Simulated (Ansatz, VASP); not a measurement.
**BeSi: VASP beside Ansatz**

File INCAR:

```
ALGO = Normal
EDIFF = 1E-6
EDIFFG = -0.01
ENCUT = 600
GGA = PE
IBRION = 2
ISIF = 3
ISMEAR = 0
LASPH = True
LCHARG = False
LREAL = False
LWAVE = False
NELM = 100
NSW = 100
PREC = Accurate
SIGMA = 0.1
```

KPOINTS

```
k-points
0
Gamma
  20 20 20
```

File POSCAR:

```
BeSi
1.0
    0.0000000000      2.3444823234      2.3444823234
    2.3444823234      0.0000000000      2.3444823234
    2.3444823234      2.3444823234      0.0000000000
Be Si
1 1
Direct
    0.0000000000      0.0000000000      0.0000000000
    0.5000000000      0.5000000000      0.5000000000
```

Input for Ansatz:

```yaml
crystal:
  lattice:
    - [0.0, 2.3444823234, 2.3444823234]
    - [2.3444823234, 0.0, 2.3444823234]
    - [2.3444823234, 2.3444823234, 0.0]
  atoms:
    - { symbol: Be, position: [0.0, 0.0, 0.0] }
    - { symbol: Si, position: [0.5, 0.5, 0.5] }
basis:
  ecutwfc: 420
kpoints:
  mp_grid: { grid: [20, 20, 20] }
hamiltonian:
  xc: pbe
scf:
  occupations: { method: gaussian, width: 0.1 }
output:
  forces: true
  stress: true
  eigenvalues: true
relax:
  adjacent_minimum: "off"
  f_tol: 0.01
  max_steps: 80
  cell: { stress_tol: 0.05 }
```

Alike in both runs: task relaxation of cell and atoms; functional PBE; k mesh 20 × 20 × 20; occupations gaussian, width 0.1 eV; no spin polarisation.

|  | VASP | Ansatz |
| --- | --- | --- |
| version | VASP 6.6.1 | Ansatz 0.2.0 |
| potentials or method | VASP PAW PBE potentials, release 64 (Be, Si) | scalar-relativistic, plane waves, PAW |
| plane-wave cutoff (eV) | 600 | 420 |
| valence electrons in the cell | 6 | 6 |

Ansatz gave:

```
gap on the k mesh at the Fermi level, each at its own relaxed structure (eV) : none
relaxed volume (Å³/atom)                                                     : 12.93
relaxed cell length with the largest relative difference (Å)                 : 3.319
```

Task: Which values does VASP return?

Result: gap on the k mesh at the Fermi level, each at its own relaxed structure (eV): none; relaxed volume (Å³/atom): 12.94; relaxed cell length with the largest relative difference (Å): 3.320.

A gap of «none» marks a metal or a gap that the smearing closes.
